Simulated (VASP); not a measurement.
OSZICAR of a VASP run on Au (fcc):

File OSZICAR:
```
       N       E                     dE             d eps       ncg     rms          rms(c)
DAV:   1     0.465204689960E+02    0.46520E+02   -0.56668E+03  2826   0.107E+03
DAV:   2     0.920637681610E-01   -0.46428E+02   -0.43688E+02  2721   0.194E+02
DAV:   3    -0.362325917285E+00   -0.45439E+00   -0.45286E+00  3071   0.201E+01
DAV:   4    -0.363790376295E+00   -0.14645E-02   -0.14634E-02  3118   0.124E+00
DAV:   5    -0.363801429644E+00   -0.11053E-04   -0.11045E-04  2978   0.101E-01    0.521E+00
DAV:   6    -0.124641317469E+00    0.23916E+00   -0.97920E-01  2684   0.902E+00    0.350E+00
DAV:   7    -0.116164962269E+00    0.84764E-02   -0.27706E-02  2887   0.159E+00    0.201E+00
DAV:   8    -0.114578924962E+00    0.15860E-02   -0.10397E-03  2692   0.443E-01    0.131E-01
DAV:   9    -0.114580197123E+00   -0.12722E-05   -0.71527E-06  3113   0.289E-02    0.901E-03
DAV:  10    -0.114595157227E+00   -0.14960E-04   -0.26156E-05  2636   0.710E-02    0.657E-03
DAV:  11    -0.114594918506E+00    0.23872E-06   -0.14871E-07  3089   0.488E-03    0.691E-04
DAV:  12    -0.114594827675E+00    0.90831E-07   -0.13544E-07  2617   0.480E-03
   1 F= -.11459483E+00 E0= -.11459483E+00  d E =0.000000E+00
```

Question: Which electronic solver shows in the log?

Answer: It is blocked Davidson (ALGO = Normal, or the opening steps of other solvers). The INCAR had ALGO = Normal.

Question: Can the final energy be trusted as converged?

Answer: The run converged. It stopped with EDIFF = 1E-7, NELM = 100 (vdW-DF2, plane waves, VASP's PBE PAW potentials (set 64)).

The compound is Au in the fcc structure. It was relaxed first, which changed the volume by +20 %.
